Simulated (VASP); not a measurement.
A VASP calculation is set up with these files.

### INCAR
```
# general
SYSTEM    =  NiSi2
PREC      =  Accurate
ENCUT     =  520
LREAL     =  .False.
LASPH     =  .True.

# electronic loop
EDIFF     =  1E-6
NELM      =  100
ALGO      =  Normal
LMAXMIX   =  4

# smearing
ISMEAR    =  1
SIGMA     =  0.1

# functional
GGA       =  CX
LUSE_VDW  =  .True.
AGGAC     =  0.0

# ions
IBRION    =  2
NSW       =  60
ISIF      =  3
EDIFFG    =  -0.02

# output
LWAVE     =  .False.
LCHARG    =  .False.
```

**KPOINTS**
```
Automatic mesh
0
Gamma
9 9 9
0 0 0
```

**POSCAR**
```
NiSi2
1
    0.0000000000     2.6949412394     2.6949412394
    2.6949412394     0.0000000000     2.6949412394
    2.6949412394     2.6949412394    -0.0000000000
Si Ni
2 1
Direct
  0.2500000000   0.2500000000   0.2500000000
  0.7500000000   0.7500000000   0.7500000000
  0.0000000000   0.0000000000   0.0000000000
```

POTCAR, in this order: Si Ni (PBE.64 set). Program: vasp_std.

Question: Write an equivalent input for Quantum ESPRESSO's pw.x.

Answer: One equivalent input (not run):
```
&CONTROL
  calculation = 'vc-relax'
  pseudo_dir = './pseudo'
  outdir = './out'
  tprnfor = .true.
  tstress = .true.
  nstep = 60
  forc_conv_thr = 0.00078
/
&SYSTEM
  ibrav = 0
  nat = 3
  ntyp = 2
  ecutwfc = 98
  occupations = 'smearing'
  smearing = 'methfessel-paxton'
  degauss = 0.00735
  input_dft = 'vdw-df-cx'
/
&ELECTRONS
  conv_thr = 7.3e-08
  electron_maxstep = 100
/
&IONS
/
&CELL
/
ATOMIC_SPECIES
  Si 28.085 Si.upf
  Ni 58.693 Ni.upf
CELL_PARAMETERS angstrom
     0.0000000    2.6949412    2.6949412
     2.6949412    0.0000000    2.6949412
     2.6949412    2.6949412   -0.0000000
ATOMIC_POSITIONS crystal
  Si   0.2500000  0.2500000  0.2500000
  Si   0.7500000  0.7500000  0.7500000
  Ni   0.0000000  0.0000000  0.0000000
K_POINTS automatic
  9 9 9 0 0 0
```
The two are equivalent in intent, not identical: the potentials are each code's own (VASP's PAW set, PseudoDojo norm-conserving files in pw.x), so ENCUT and ecutwfc are chosen apart and not converted; conv_thr bounds pw.x's estimated SCF error, while EDIFF bounds the energy change between steps; forc_conv_thr acts on force components and is met together with etot_conv_thr.

The compound is NiSi2 in the fluorite structure. This run relaxes it. Symmetry was kept, so distortions that lower it aren't found. The start is the result of an earlier pass.
